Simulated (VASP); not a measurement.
Computed with PBEsol GGA, VASP's PBE PAW potentials (set 64) (plane waves; VASP).

The input files of a VASP run:

INCAR:
```
SYSTEM = KCl
PREC = Accurate
ENCUT = 400
EDIFF = 1E-7
NELM = 100
ALGO = Normal
LREAL = .FALSE.
LASPH = .TRUE.
ISMEAR = -5
GGA = PS
LWAVE = .FALSE.
LCHARG = .TRUE.
LORBIT = 11
NEDOS = 601
ISIF = 2
```

POSCAR:
```
KCl
6.25120
  0.0000000000   0.5000000265   0.5000000265
  0.5000000265   0.0000000000   0.5000000265
  0.5000000265   0.5000000265   0.0000000000
K Cl
1 1
Cartesian
  0.0000000000   0.0000000000   0.0000000000
  0.5000000265   0.5000000265   0.5000000265
```

KPOINTS:
```
Automatic mesh
0
Gamma
8 8 8
0 0 0
```

POTCAR, in this order: K_sv Cl (PBE.64 set). Program: vasp_std.

The resulting files:

### OSZICAR
```
       N       E                     dE             d eps       ncg     rms          rms(c)
DAV:   1     0.881026413277E+02    0.88103E+02   -0.62024E+03   696   0.964E+02
DAV:   2    -0.221178364706E+01   -0.90314E+02   -0.85820E+02   936   0.251E+02
DAV:   3    -0.711354425075E+01   -0.49018E+01   -0.48810E+01   900   0.534E+01
DAV:   4    -0.726763978877E+01   -0.15410E+00   -0.15396E+00  1184   0.903E+00
DAV:   5    -0.726909330284E+01   -0.14535E-02   -0.14535E-02   896   0.803E-01    0.332E+00
DAV:   6    -0.702631041150E+01    0.24278E+00   -0.45609E-01   832   0.395E+00    0.273E+00
DAV:   7    -0.701274077854E+01    0.13570E-01   -0.10672E-01   904   0.207E+00    0.157E+00
DAV:   8    -0.702275919640E+01   -0.10018E-01   -0.17794E-02   964   0.114E+00    0.185E-01
DAV:   9    -0.702334420471E+01   -0.58501E-03   -0.10460E-03   924   0.217E-01    0.942E-02
DAV:  10    -0.702391272057E+01   -0.56852E-03   -0.51582E-04   792   0.180E-01    0.155E-02
DAV:  11    -0.702392962794E+01   -0.16907E-04   -0.20263E-05   912   0.357E-02    0.103E-02
DAV:  12    -0.702393316265E+01   -0.35347E-05   -0.77680E-06   852   0.194E-02    0.471E-03
DAV:  13    -0.702393313232E+01    0.30337E-07   -0.10790E-06   892   0.822E-03    0.195E-03
DAV:  14    -0.702393319561E+01   -0.63293E-07   -0.94458E-08   656   0.251E-03
   1 F= -.70239332E+01 E0= -.70239332E+01  d E =0.000000E+00
```

File OUTCAR:
```
------------------------ aborting loop because EDIFF is reached ----------------------------------------
  FORCE on cell =-STRESS in cart. coord.  units (eV):
  Direction    XX          YY          ZZ          XY          YZ          ZX
  --------------------------------------------------------------------------------------
  Total       -0.0025151     -0.0025151     -0.0025151     -0.0000000      0.0000000      0.0000000
  in kB       -0.0659836     -0.0659836     -0.0659836     -0.0000000      0.0000000      0.0000000
  external PRESSURE =      -0.0659836 kB  Pullay stress =       0.0000000 kB
  volume of cell :       61.07
      direct lattice vectors                 reciprocal lattice vectors
     0.000000000  3.125600166  3.125600166    -0.159969277  0.159969277  0.159969277
     3.125600166  0.000000000  3.125600166     0.159969277 -0.159969277  0.159969277
     3.125600166  3.125600166  0.000000000     0.159969277  0.159969277 -0.159969277
  FREE ENERGIE OF THE ION-ELECTRON SYSTEM (eV)
  ---------------------------------------------------
  free  energy   TOTEN  =        -7.0239331956 eV

  energy  without entropy=       -7.0239331956  energy(sigma->0) =       -7.02393320

 total charge

# of ion       s       p       d       tot
------------------------------------------
    1        1.956   5.569   0.027   7.552
    2        1.578   3.541   0.000   5.120
--------------------------------------------------
tot          3.534   9.110   0.027  12.672
```
(Selected blocks of OUTCAR.)

The compound is KCl in the rock salt structure. It was relaxed first.
